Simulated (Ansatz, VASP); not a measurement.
# Cross-check of Si (amorphous Si) between VASP and Ansatz

Wanted: the spread between two codes on one cell, functional and k mesh. The structure shown is the start of the Ansatz relaxation below; VASP solves that cell, so the two are compared at the walk's first step.

Program: Ansatz 0.2.0. Level of theory: plane waves, with VASP 6.6.1 beside it; single point at PBE. Results are calculated unless marked as measured.

### Step 1. The structure

The cell holds 76 atoms: 76 Si. Its edges and angles: a = 11.521 Å, b = 11.521 Å, c = 11.521 Å, α = 90.0°, β = 90.0°, γ = 90.0°. As first built, before any earlier steps moved the atoms (in the runner's words): 76 atoms (76 Si) placed at random at 2.32 g/cm^3, melted at 3500 K for 10 ps at fixed volume with the Tersoff potential (Tersoff, Phys. Rev. B 39, 5566 (1989)). Quenched from 3100 K to 500 K at 10 K/ps and fixed volume, annealed at 900 K for 50 ps, held 5 ps.

### Step 2. Ansatz: relaxation, PBE

Ansatz runs on its default PAW (the set named soft_2) files.

The two programs are compared at the cell with which this relaxation starts, whose forces are those of its first step.

input.yaml

```yaml
crystal:
  lattice:
    - [11.5206, 0.0, 0.0]
    - [0.0, 11.5206, 0.0]
    - [0.0, 0.0, 11.5206]
  atoms:
    - { symbol: Si, position: [0.95, 0.28552, 0.07037] }
    - { symbol: Si, position: [0.64106, 0.37171, 0.10822] }
    - { symbol: Si, position: [0.06368, 0.07066, 0.20779] }
    - { symbol: Si, position: [0.29236, 0.29258, 0.07379] }
    - { symbol: Si, position: [0.89287, 0.31356, 0.57323] }
    - { symbol: Si, position: [0.69684, 0.04495, 0.04457] }
    - { symbol: Si, position: [0.69534, 0.29656, 0.58705] }
    - { symbol: Si, position: [0.4938, 0.7925, 0.74485] }
    - { symbol: Si, position: [0.20573, 0.5953, 0.2961] }
    - { symbol: Si, position: [0.22056, 0.80848, 0.58627] }
    - { symbol: Si, position: [0.87022, 0.62539, 0.46932] }
    - { symbol: Si, position: [0.81901, 0.62821, 0.80846] }
    - { symbol: Si, position: [0.2523, 0.20827, 0.88077] }
    - { symbol: Si, position: [0.12072, 0.4444, 0.73406] }
    - { symbol: Si, position: [0.99357, 0.05757, 0.71783] }
    - { symbol: Si, position: [0.2888, 0.30945, 0.69567] }
    - { symbol: Si, position: [0.29405, 0.9171, 0.03733] }
    - { symbol: Si, position: [0.03432, 0.16731, 0.90136] }
    - { symbol: Si, position: [0.7671, 0.54377, 0.11797] }
    - { symbol: Si, position: [0.96724, 0.50327, 0.03988] }
    - { symbol: Si, position: [0.27633, 0.86382, 0.39973] }
    - { symbol: Si, position: [0.53303, 0.97594, 0.15672] }
    - { symbol: Si, position: [0.31265, 0.35567, 0.46859] }
    - { symbol: Si, position: [0.66371, 0.22923, 0.77096] }
    - { symbol: Si, position: [0.95813, 0.77817, 0.76921] }
    - { symbol: Si, position: [0.21972, 0.57791, 0.86097] }
    - { symbol: Si, position: [0.6526, 0.3857, 0.9099] }
    - { symbol: Si, position: [0.33483, 0.65216, 0.70124] }
    - { symbol: Si, position: [0.4369, 0.71169, 0.38334] }
    - { symbol: Si, position: [0.55015, 0.7061, 0.92803] }
    - { symbol: Si, position: [0.3985, 0.1341, 0.17345] }
    - { symbol: Si, position: [0.452, 0.24083, 0.34839] }
    - { symbol: Si, position: [0.3392, 0.48631, 0.00599] }
    - { symbol: Si, position: [0.05768, 0.67875, 0.94308] }
    - { symbol: Si, position: [0.32414, 0.08017, 0.43076] }
    - { symbol: Si, position: [0.99064, 0.99008, 0.0301] }
    - { symbol: Si, position: [0.76493, 0.21411, 0.13464] }
    - { symbol: Si, position: [0.11769, 0.29032, 0.40339] }
    - { symbol: Si, position: [0.11996, 0.2684, 0.19324] }
    - { symbol: Si, position: [0.56597, 0.5641, 0.39478] }
    - { symbol: Si, position: [0.48467, 0.98864, 0.75568] }
    - { symbol: Si, position: [0.74266, 0.61316, 0.61405] }
    - { symbol: Si, position: [0.55781, 0.85215, 0.46454] }
    - { symbol: Si, position: [0.79897, 0.81713, 0.25631] }
    - { symbol: Si, position: [0.05053, 0.47341, 0.23422] }
    - { symbol: Si, position: [0.31806, 0.01671, 0.85336] }
    - { symbol: Si, position: [0.50328, 0.50569, 0.88641] }
    - { symbol: Si, position: [0.66175, 0.04506, 0.83544] }
    - { symbol: Si, position: [0.1144, 0.81831, 0.07115] }
    - { symbol: Si, position: [0.65, 0.9441, 0.30871] }
    - { symbol: Si, position: [0.81737, 0.88369, 0.06603] }
    - { symbol: Si, position: [0.76281, 0.11168, 0.31459] }
    - { symbol: Si, position: [0.7476, 0.70765, 0.9852] }
    - { symbol: Si, position: [0.50111, 0.43089, 0.25229] }
    - { symbol: Si, position: [0.44929, 0.78704, 0.08282] }
    - { symbol: Si, position: [0.0185, 0.73878, 0.58223] }
    - { symbol: Si, position: [0.43618, 0.47117, 0.69094] }
    - { symbol: Si, position: [0.96359, 0.82128, 0.38213] }
    - { symbol: Si, position: [0.25277, 0.99783, 0.22608] }
    - { symbol: Si, position: [0.12654, 0.77968, 0.27882] }
    - { symbol: Si, position: [0.82312, 0.93815, 0.74329] }
    - { symbol: Si, position: [0.50458, 0.0323, 0.54696] }
    - { symbol: Si, position: [0.60671, 0.47635, 0.57084] }
    - { symbol: Si, position: [0.954, 0.02662, 0.36787] }
    - { symbol: Si, position: [0.96378, 0.31555, 0.76733] }
    - { symbol: Si, position: [0.62366, 0.17242, 0.45229] }
    - { symbol: Si, position: [0.98445, 0.44397, 0.4331] }
    - { symbol: Si, position: [0.18186, 0.97773, 0.71227] }
    - { symbol: Si, position: [0.10475, 0.54941, 0.56191] }
    - { symbol: Si, position: [0.39065, 0.60798, 0.19274] }
    - { symbol: Si, position: [0.84861, 0.43674, 0.87527] }
    - { symbol: Si, position: [0.30709, 0.57257, 0.48685] }
    - { symbol: Si, position: [0.01095, 0.14443, 0.52163] }
    - { symbol: Si, position: [0.21074, 0.13566, 0.58545] }
    - { symbol: Si, position: [0.6781, 0.80825, 0.62816] }
    - { symbol: Si, position: [0.74478, 0.62715, 0.3055] }
kpoints:
  mp_grid: { grid: [1, 1, 1] }
hamiltonian:
  xc: pbe
scf:
  occupations: { method: gaussian, width: 0.05 }
output:
  forces: true
relax:
  f_tol: 0.05
  max_steps: 150
  cell: {}
```

Run with:

```
$ ansatz run input.yaml --threads 4 --pin off --max-ram 8192MiB --backend cpu --events-out ev --progress --plain --runs-dir out
```

Numbers of over 12 decimals in the logs are rounded to 6 here.

Output:

```text
Engine: ansatz 0.2.0, aarch64-unknown-linux-gnu
Pseudopotentials: kind: paw
Pseudopotential: Si, paw, valence charge 4, recommended cutoff 420 eV (normal), Si.paw.azcp
Functional definition: PBE
  parameter kappa = 0.804
  parameter beta = 0.066725
  exchange = pbe_x(kappa = kappa, mu = beta*pi^2/3)
  correlation = pbe_c(beta = beta)
Crystal: 76 atoms, lattice volume = 1529.063 Å³
Basis set: ecut = 420 eV, 29855 PW (Γ), exchange–correlation on 160×160×160 points (8 copies of the dense FFT grid, shifted against one another)
Bands: 228, of which v1, the nominal top of the filled ones, is band 152 counted from 1 (151 counted from 0)
Symmetry: 1 space group operations
Space group: P1 (ITA 1), of the structure as read, at distance tolerance 1.2e-4 Å
k-points: 1
Non-local potential: Si, projectors of the file, l = 0: 2, l = 1: 2, l = 2: 2
PAW form: soft (Blöchl's): semilocal exchange-correlation on the pseudo side does not see the compensation charge
PAW one-centre angular grid: Si, 110 points (default); XC on 64 Gauss nodes
Initial density: superposition of atomic densities (neutral atoms: chi_scale 0, normalization atom), corrected by the library's trained network
Initial wavefunctions: pseudopotential atomic-orbital guess
Functional: x = pbe(κ = 0.804, μ = 0.219515), c = pbe(β = 0.066725)
SCF iter   1: F=—  HF=-48295.516192 eV  |F-HF|=—  |Δ(HF+E_count)|=         —  Δρ=4.25e-3  dr2=8.44e-1  ethr=1.77e-3  ⟨swp⟩=6.0  Hψ=1055  notcnv=0  defer=32
preconditioner: auto → Resta (q_TF=auto, 2.084 Å⁻¹)  ε∞=6.0  [insulator: Δε(μ)=0.128 eV  Ē_g=7.441 eV  σ=0.050 eV  W_gap=0.93  n_scr=250 (ndim 8)  ℏωp=16.6 eV  f_vac=0.001  D(μ)=8.85/eV (n_scr^D=26)  ε∞_Penn≈6.0]
SCF iter   2: F=—  HF=-48295.412205 eV  |F-HF|=—  |Δ(HF+E_count)|=   1.04e-1  Δρ=2.22e-3  dr2=1.47e-1  ethr=2.78e-4  ⟨swp⟩=2.0  Hψ=271  notcnv=0  defer=38
SCF iter   3: F=—  HF=-48295.393559 eV  |F-HF|=—  |Δ(HF+E_count)|=   1.86e-2  Δρ=5.24e-4  dr2=6.89e-3  ethr=4.83e-5  ⟨swp⟩=2.0  Hψ=232  notcnv=0  defer=38
SCF iter   4: F=—  HF=-48295.395103 eV  |F-HF|=—  |Δ(HF+E_count)|=   1.54e-3  Δρ=1.65e-4  dr2=9.05e-4  ethr=2.27e-6  ⟨swp⟩=2.0  Hψ=256  notcnv=0  defer=38
SCF iter   5: F=—  HF=-48295.395574 eV  |F-HF|=—  |Δ(HF+E_count)|=   4.70e-4  Δρ=5.36e-5  dr2=1.71e-4  ethr=2.98e-7  ⟨swp⟩=2.0  Hψ=302  notcnv=0  defer=38
SCF iter   6: F=—  HF=-48295.395738 eV  |F-HF|=—  |Δ(HF+E_count)|=   1.65e-4  Δρ=1.99e-5  dr2=2.61e-5  ethr=5.61e-8  ⟨swp⟩=2.0  Hψ=251  notcnv=0  defer=38
SCF iter   7: F=—  HF=-48295.395816 eV  |F-HF|=—  |Δ(HF+E_count)|=   7.79e-5  Δρ=7.55e-6  dr2=2.79e-6  ethr=8.60e-9  ⟨swp⟩=2.0  Hψ=375  notcnv=0  defer=65
SCF iter   8: F=—  HF=-48295.395819 eV  |F-HF|=—  |Δ(HF+E_count)|=   2.88e-6  Δρ=2.40e-6  dr2=3.08e-7  ethr=9.18e-10  ⟨swp⟩=2.0  Hψ=311  notcnv=0  defer=65
SCF iter   9: F=-48295.395819 eV  HF=-48295.395819 eV  |F-HF|=9.50e-9  |Δ(HF+E_count)|=   2.98e-7  Δρ=8.74e-7  dr2=5.02e-8  ethr=3.29e-11  ⟨swp⟩=4.0  Hψ=690  notcnv=0
SCF 1 converged in 9 iterations: F = -48295.395819 eV  dr2 = 5.02e-8
  greatest PAW one-centre occupation: 0.680 electrons in one spin orbital (limit 2), on the Si atom at site 37 (counted from 0), in its partial waves of l = 0
relax step   1: F+E_penalty+E_count = -48295.39581940 eV  Δ(F+E_penalty+E_count) = +0.000e0 eV  max|allowed force component| = 2.116e0 eV/Å  Δτ_max = 0.0000 Å  P = -0.210 GPa  Ω = 1529.063 Å³  (9 SCF iters, dr2 threshold 1.00e-7 eV, accepted)
Crystal: 76 atoms, lattice volume = 1519.327 Å³
Basis set: ecut = 420 eV, 29731 PW (Γ), exchange–correlation on 160×160×160 points (8 copies of the dense FFT grid, shifted against one another)
Initial density: handed on by an earlier stage of this run
Initial wavefunctions: those handed on with the density
iter 1 solved again at ethr=4.33e-4 eV; its pass at ethr=3.10e-3 eV (dr2=1.32e0 eV) is discarded
SCF iter   1: F=—  HF=-48299.356019 eV  |F-HF|=—  |Δ(HF+E_count)|=         —  Δρ=7.67e-3  dr2=1.33e0  ethr=4.33e-4  ⟨swp⟩=6.0  Hψ=1167  notcnv=0
preconditioner: auto → Resta (q_TF=auto, 2.087 Å⁻¹)  ε∞=5.9  [insulator: Δε(μ)=0.137 eV  Ē_g=7.499 eV  σ=0.050 eV  W_gap=0.95  n_scr=242 (ndim 8)  ℏωp=16.6 eV  f_vac=0.003  D(μ)=6.90/eV (n_scr^D=18)  ε∞_Penn≈5.9]
SCF iter   2: F=—  HF=-48299.171462 eV  |F-HF|=—  |Δ(HF+E_count)|=   1.85e-1  Δρ=4.02e-3  dr2=2.32e-1  ethr=4.33e-4  ⟨swp⟩=3.0  Hψ=290  notcnv=0
SCF iter   3: F=—  HF=-48299.147297 eV  |F-HF|=—  |Δ(HF+E_count)|=   2.42e-2  Δρ=1.33e-3  dr2=2.20e-2  ethr=7.64e-5  ⟨swp⟩=3.0  Hψ=375  notcnv=0
SCF iter   4: F=—  HF=-48299.147417 eV  |F-HF|=—  |Δ(HF+E_count)|=   1.20e-4  Δρ=2.21e-4  dr2=1.71e-3  ethr=7.23e-6  ⟨swp⟩=2.0  Hψ=341  notcnv=0
SCF iter   5: F=—  HF=-48299.147800 eV  |F-HF|=—  |Δ(HF+E_count)|=   3.82e-4  Δρ=6.32e-5  dr2=1.89e-4  ethr=5.61e-7  ⟨swp⟩=2.0  Hψ=372  notcnv=0
[...]
atom  42  Si     0.00081371     0.00835208    -0.00210180
  atom  43  Si    -0.00869983    -0.00060626    -0.00017985
  atom  44  Si    -0.00165239    -0.00436350    -0.00202365
  atom  45  Si    -0.00489326     0.00024902    -0.00728434
  atom  46  Si    -0.00678166     0.00703630    -0.00516213
  atom  47  Si    -0.00009205    -0.00434256     0.00546498
  atom  48  Si     0.00271469    -0.00132250    -0.00179479
  atom  49  Si     0.00042954    -0.00256865    -0.00570226
  atom  50  Si    -0.00404563    -0.00142518    -0.00500856
  atom  51  Si    -0.00212073    -0.00184269     0.00181066
  atom  52  Si    -0.00149173     0.00594593    -0.00016282
  atom  53  Si     0.00234133     0.00135908    -0.00159885
  atom  54  Si    -0.00511379    -0.00040661    -0.00209213
  atom  55  Si    -0.00310604     0.00092443     0.00331352
  atom  56  Si     0.00547487    -0.00251028    -0.00110210
  atom  57  Si    -0.00565248    -0.00381463    -0.00322799
  atom  58  Si    -0.00250554     0.00540342    -0.00319624
  atom  59  Si     0.00372859     0.00543661     0.01642089
  atom  60  Si     0.00515698    -0.00213826     0.00124416
  atom  61  Si    -0.00159765    -0.00642884     0.00241874
  atom  62  Si    -0.00498551    -0.00187100    -0.00098084
  atom  63  Si    -0.00001511    -0.00192835    -0.00498298
  atom  64  Si     0.00227059    -0.00532562     0.00511333
  atom  65  Si    -0.00355944     0.00208605    -0.00546175
[...]
atom  69  Si     0.00276686    -0.00606176     0.00035359
  atom  70  Si     0.00589473    -0.00182563    -0.00224789
  atom  71  Si    -0.00417046     0.00706652     0.00515226
  atom  72  Si    -0.00082016     0.01121656     0.01594589
  atom  73  Si    -0.00271870    -0.00367171     0.00091799
  atom  74  Si     0.03177653     0.03258246    -0.00216565
  atom  75  Si     0.00943089    -0.00441032    -0.00076938
  atom  76  Si    -0.00120012     0.00437553     0.00598035
  max |Σ_I F_I| component: 2.14e-6 eV/Å
--- Stress (GPa, compression-positive) ---
       -0.004987       0.003410       0.008130
        0.003410       0.009674       0.029209
        0.008130       0.029209       0.001791
  P = ⅓ Tr σ = 0.0022 GPa (0.022 kbar)
--- Relaxed structure (19 steps of the walk, 17 accepted, 1 SCFs on fresh bases) ---
  F+E_penalty+E_count = -48301.85261738 eV   max|allowed force component| = 3.258e-2 eV/Å   (the final SCF, on the basis selected at the relaxed cell)
  cell:  # Å, volume = 1527.7965 Å³
    - [11.619669, -0.140014, 0.202908]
    - [-0.140014, 11.344719, 0.442158]
    - [0.202908, 0.442158, 11.612549]
  atoms:
    - { symbol: Si, position: [0.930755, 0.312979, 0.045035] }
    - { symbol: Si, position: [0.649733, 0.380997, 0.123697] }
    - { symbol: Si, position: [0.060502, 0.066525, 0.206910] }
    - { symbol: Si, position: [0.286064, 0.275050, 0.054154] }
    - { symbol: Si, position: [0.900108, 0.311312, 0.567988] }
    - { symbol: Si, position: [0.687937, 0.047127, 0.037493] }
    - { symbol: Si, position: [0.691734, 0.316021, 0.583940] }
    - { symbol: Si, position: [0.517647, 0.803259, 0.758581] }
    - { symbol: Si, position: [0.214026, 0.578737, 0.286117] }
    - { symbol: Si, position: [0.248711, 0.807314, 0.576463] }
    - { symbol: Si, position: [0.859173, 0.623331, 0.448775] }
    - { symbol: Si, position: [0.817529, 0.599961, 0.810055] }
    - { symbol: Si, position: [0.246132, 0.201966, 0.870971] }
    - { symbol: Si, position: [0.129171, 0.452171, 0.741130] }
    - { symbol: Si, position: [1.008550, 0.024594, 0.694799] }
    - { symbol: Si, position: [0.292867, 0.341547, 0.705963] }
    - { symbol: Si, position: [0.288048, 0.898966, 0.029128] }
    - { symbol: Si, position: [0.044763, 0.139708, 0.856670] }
    - { symbol: Si, position: [0.767517, 0.556113, 0.119736] }
    - { symbol: Si, position: [0.960419, 0.512205, 0.094112] }
    - { symbol: Si, position: [0.281640, 0.858101, 0.366184] }
    - { symbol: Si, position: [0.526543, 0.973321, 0.150268] }
    - { symbol: Si, position: [0.312980, 0.345586, 0.487453] }
    - { symbol: Si, position: [0.684914, 0.252197, 0.782885] }
[...]
- { symbol: Si, position: [0.113792, 0.558904, 0.563809] }
    - { symbol: Si, position: [0.371544, 0.590151, 0.155434] }
    - { symbol: Si, position: [0.831682, 0.397833, 0.879209] }
    - { symbol: Si, position: [0.295864, 0.556049, 0.469500] }
    - { symbol: Si, position: [0.00381682, 0.144961, 0.517739] }
    - { symbol: Si, position: [0.194226, 0.179750, 0.614961] }
    - { symbol: Si, position: [0.684175, 0.812019, 0.634385] }
    - { symbol: Si, position: [0.737026, 0.635426, 0.292986] }
```

[end of part 1 of 2]

[Lines on the potential files, build, host, timing and source positions are cut from VASP's logs without a mark.]

[Logs are printed without paths, hosts, clocks, repeated set-up lines and the standing remarks that a program may print on its own settings, such as how far it seeks lower states.]

[Hosts, paths, dates, database ids (printed as entryN), source tags and the programs' standing remarks are cut or masked in the printed files.]
